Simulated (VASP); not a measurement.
Energy against volume of SrTe (rock salt). Calculation: vdW-DF2, VASP's PBE PAW potentials (set 64) (plane waves; VASP).

```tsv
V (Å³/atom)	E (eV/atom)
37.675	-1.92766
38.877	-1.93983
40.079	-1.94375
41.282	-1.94062
42.484	-1.93147
```

Problem. Fit a third-order Birch-Murnaghan equation of state.

Solution. 
```
Item                                             Value
---------------------------------------  -------------
volume per atom                          40.12 Å³/atom
bulk modulus                                  31.1 GPa
pressure derivative of the bulk modulus           4.26
lattice constant a                             6.846 Å
```

Measured: bulk modulus 39.5 GPa (computed value off by -21.2 %), a 6.659 Å (computed value off by +2.8 %), as given by S. C. Rakesh Roshan et al., ACS Applied Energy Materials (2021), arXiv:2110.13857. The calculation is for a static lattice, while the measured bulk modulus, a hold thermal and zero-point effects, which are part of the difference.

The compound is SrTe in the rock salt structure. It was relaxed first, which changed the volume by +9 %.
